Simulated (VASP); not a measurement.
Computed with vdW-DF2, VASP's PBE PAW potentials (set 64) (plane waves; VASP).

VASP ran on this input.

KPOINTS:
```
Automatic mesh
0
Gamma
6 6 6
0 0 0
```

### POSCAR
```
NaI
1.0
  0.0000000000   3.2844556732   3.2844556732
  3.2844556732   0.0000000000   3.2844556732
  3.2844556732   3.2844556732   0.0000000000
Na I
1 1
direct
  0.0000000000   0.0000000000   0.0000000000
  0.5000000000   0.5000000000   0.5000000000
```

**INCAR**
```
SYSTEM = NaI
PREC = Accurate; ENCUT = 520; LREAL = .FALSE.
LASPH = .TRUE.
EDIFF = 1E-6; NELM = 100; ALGO = Normal
LMAXMIX = 4
ISMEAR = 0; SIGMA = 0.05
GGA = ML; LUSE_VDW = .TRUE.; AGGAC = 0.0
ZAB_VDW = -1.8867
IBRION = 2; NSW = 60; ISIF = 3
EDIFFG = -0.01
LWAVE = .FALSE.; LCHARG = .FALSE.
```

POTCAR, in this order: Na_pv I (PBE.64 set). Program: vasp_std.

Unless said otherwise, spin-orbit coupling is left out, though it shifts the bands of the heavy elements here.

Q: Predict the energy per atom (σ→0), band gap (on the k-mesh).

A: 
```
Item                              Result
------------------------  --------------
energy per atom (σ→0)     -0.790 eV/atom
band gap (on the k-mesh)         3.37 eV
```

File OSZICAR:
```
...
DAV:   5    -0.168192227317E+01   -0.33766E-02   -0.33766E-02   423   0.166E+00    0.158E+00
DAV:   6    -0.159666806295E+01    0.85254E-01   -0.13453E-01   397   0.226E+00    0.988E-01
DAV:   7    -0.158010458212E+01    0.16563E-01   -0.80478E-02   379   0.180E+00    0.511E-01
DAV:   8    -0.158002395552E+01    0.80627E-04   -0.59224E-03   364   0.910E-01    0.133E-01
DAV:   9    -0.157990624912E+01    0.11771E-03   -0.24819E-04   433   0.150E-01    0.506E-02
DAV:  10    -0.157992368290E+01   -0.17434E-04   -0.90662E-05   367   0.118E-01    0.169E-02
DAV:  11    -0.157992372857E+01   -0.45673E-07   -0.39299E-06   409   0.315E-02
   1 F= -.15799237E+01 E0= -.15799237E+01  d E =-.157992E+01
```

The compound is NaI in the rock salt structure. It was relaxed first. The start is the result of an earlier pass.
